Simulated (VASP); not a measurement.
```
CELL_PARAMETERS angstrom
      0.00000     1.86718     1.86718
      1.86718     0.00000     1.86718
      1.86718     1.86718     0.00000
ATOMIC_POSITIONS crystal
  Pd 0.00000 0.00000 0.00000
```

Computed with PBEsol GGA, VASP's PBE PAW potentials (set 64) (plane waves; VASP). Numerical set-up: 500 eV cut-off, 17×17×17 Γ-centred mesh, first-order Methfessel-Paxton smearing of 0.10 eV, potentials Pd.

### Question
Predict the energy per atom (σ→0), pressure, band gap (on the k-mesh) with the smallest direct gap where there is one.

### Answer

```json
{
  "band gap (on the k-mesh)": "none (metal, semimetal or under 0.01 eV)",
  "energy per atom (σ→0)": "-5.829 eV/atom",
  "pressure": "299.8 kbar"
}
```

Only differences to runs with the same potentials and settings are physical.

The compound is Pd in the fcc structure. It was relaxed first under an external pressure of 30 GPa.
